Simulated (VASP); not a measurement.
**Sn3Ge5Te8: relaxation of cell and atoms with PBE**

Crystal: Sn3Ge5Te8.

```
Ge Sn Te
1.0
    -6.16056    6.16056    0.00000
    -6.16056    0.00000    6.16056
     0.00419    6.16475    6.16475
Ge Sn Te
5 3 8
Direct
  0.00000 0.00000 0.00000
  0.50000 0.00000 0.00000
  0.00000 0.50000 0.00000
  0.00000 0.00000 0.50000
  0.50000 0.50000 0.00000
  0.50000 0.00000 0.50000
  0.00000 0.50000 0.50000
  0.50000 0.50000 0.50000
  0.75000 0.75000 0.76211
  0.23789 0.75000 0.76211
  0.75000 0.23789 0.76211
  0.75606 0.75606 0.23181
  0.24394 0.24394 0.76819
  0.25000 0.76211 0.23789
  0.76211 0.25000 0.23789
  0.25000 0.25000 0.23789
```

The cell was built by a generator and needn't be a form met in nature.

```
Program                : VASP 6.6.1
Task                   : relaxation of cell and atoms
Functional             : PBE
Potentials or basis    : VASP PAW PBE potentials, release 64 (Ge_d, Sn_d, Te)
Cutoff                 : 600 eV
k mesh                 : 6 × 6 × 5
Occupations            : gaussian, width 0.03 eV
Spin                   : no spin polarisation
Further INCAR settings : ALGO = Normal; EDIFF = 1e-07; IBRION = 2; EDIFFG = -0.005; NSW = 90; ISIF = 3
```

| Item | Value |
| --- | --- |
| Relaxed volume | 29.27 Å³/atom |
| Relaxed cell | a = 8.711 Å, b = 8.711 Å, c = 8.723 Å, α = 60.05°, β = 60.05°, γ = 60.00° |
| Space group after relaxing (to 0.05 Å) | R-3m (No. 166) |
| Energy gained by relaxing | 0.0 meV/atom |
| Ionic steps | 4 |
| Pressure after relaxing | 0.0 GPa |
| Band gap on the k mesh | 0.10 eV, direct |

Forces on the atoms (eV/Å):
```
Ge   0.000  0.000  0.000
Ge   0.000  0.000  0.000
Ge   0.000  0.000  0.000
Ge   0.000  0.000  0.000
Ge   0.000  0.000  0.000
Sn   0.000  0.000  0.000
Sn   0.000  0.000  0.000
Sn   0.000  0.000  0.000
Te   0.000 -0.002 -0.002
Te  -0.002  0.000 -0.002
Te  -0.002 -0.002  0.000
Te   0.001  0.001  0.001
Te  -0.001 -0.001 -0.001
Te   0.002  0.002  0.000
Te   0.002  0.000  0.002
Te   0.000  0.002  0.002
```

Step by step:
```tsv
step	energy change (eV)	largest force (eV/Å)	pressure (GPa)	volume (Å³)
1	0.0000	0.0087	0.02	468.09
2	-0.0001	0.0063	-0.01	468.36
3	-0.0001	0.0052	-0.02	468.49
4	-0.0001	0.0026	0.00	468.34
```

Final structure:
```
Ge Sn Te
1.0
    -6.15942    6.15942    0.00000
    -6.15942    0.00000    6.15942
     0.00867    6.16809    6.16809
Ge Sn Te
5 3 8
Direct
  0.00000 0.00000 0.00000
  0.50000 0.00000 0.00000
  0.00000 0.50000 0.00000
  0.00000 0.00000 0.50000
  0.50000 0.50000 0.00000
  0.50000 0.00000 0.50000
  0.00000 0.50000 0.50000
  0.50000 0.50000 0.50000
  0.75000 0.75000 0.76199
  0.23802 0.75000 0.76199
  0.75000 0.23802 0.76199
  0.75603 0.75603 0.23192
  0.24397 0.24397 0.76808
  0.25000 0.76198 0.23801
  0.76198 0.25000 0.23801
  0.25000 0.25000 0.23801
```

Levels at points of the mesh, in eV from the valence-band top:
| k point | band 77 | band 78 | band 79 | band 80 | band 81 | band 82 | band 83 | band 84 |
| --- | --- | --- | --- | --- | --- | --- | --- | --- |
| (0.00, 0.00, 0.00) | -0.61 | -0.03 | 0.00 | 0.00 | 0.10 | 0.10 | 0.10 | 0.22 |
| (0.50, 0.00, 0.00) | -1.77 | -1.76 | -1.08 | -0.83 | 1.48 | 1.49 | 1.57 | 1.59 |
| (0.50, 0.50, 0.00) | -1.01 | -0.99 | -0.73 | -0.63 | 0.64 | 0.77 | 0.81 | 0.83 |

Run time: 34 min on 4 MPI ranks on Intel(R) Xeon(R) 6975P-C (Granite Rapids) (shared host), peak memory 2.4 GiB a rank.

Caveat: spin-orbit coupling is left out, which moves the levels of the heavy elements; an odd mesh through Γ misses points on the zone boundary, where band edges often lie.
